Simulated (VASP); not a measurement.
Here is the system:

```
CELL_PARAMETERS angstrom
      0.00000     1.71120     1.71120
      1.71120     0.00000     1.71120
      1.71120     1.71120     0.00000
ATOMIC_POSITIONS crystal
  Ni 0.00000 0.00000 0.00000
```
Starting moments (μB, in the order of the record's atoms Ni): 0.6.

Calculation: AM05 GGA, VASP's PBE PAW potentials (set 64) (plane waves; VASP). Settings: 520 eV cut-off, 18×18×18 Γ-centred mesh, first-order Methfessel-Paxton smearing of 0.10 eV, potentials Ni.

Problem. Give the stress tensor in GPa (positive for a compressed cell).

Solution. 
```
7.59  0.00  0.00
0.00  7.59  0.00
0.00  0.00  7.59
```
The pressure is its mean diagonal, 7.59 GPa.

The compound is Ni in the fcc structure. This cell is one point of a volume scan, at 0.97 of the reference volume.
